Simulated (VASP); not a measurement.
Input:

```xyz
3
Lattice="4.2934 0.0000 0.0000 -2.1467 3.7182 0.0000 0.0000 0.0000 4.4906" Properties=species:S:1:pos:R:3 pbc="T T T"
La    -0.0020     0.0052     0.0089
Ga     0.0174     2.4853     2.2217
Ga     2.1313     1.2276     2.2599
```

The numbers are results of PBEsol GGA, VASP's PBE PAW potentials (set 64) (plane waves; VASP), not measurements. Run with 300 eV cut-off, 6×6×5 Γ-centred mesh, Fermi-Dirac smearing of 0.10 eV, potentials La Ga_d.

At this cut-off the stress carries a Pulay error, which pulls relaxed volumes low.

Task: Give the force on each atom (eV/Å).

Result: 
```tsv
atom	Fx	Fy	Fz
La1	0.010	-0.029	-0.041
Ga2	-0.238	-0.114	0.032
Ga3	0.227	0.143	0.009
```

Task: Give the stress tensor in GPa (positive for a compressed cell).

Result: 
```
-2.26  -0.28   0.01
-0.28  -1.95   0.01
 0.01   0.01  -3.01
```
The pressure is its mean diagonal, -2.40 GPa.

The structure comes from a computed database's LaGa2 entry; how it stands against other phases isn't given here. The cell was not relaxed at this level, atoms are displaced from their ideal sites. The electron count is odd and the run is not spin-polarised, which forces a metal.
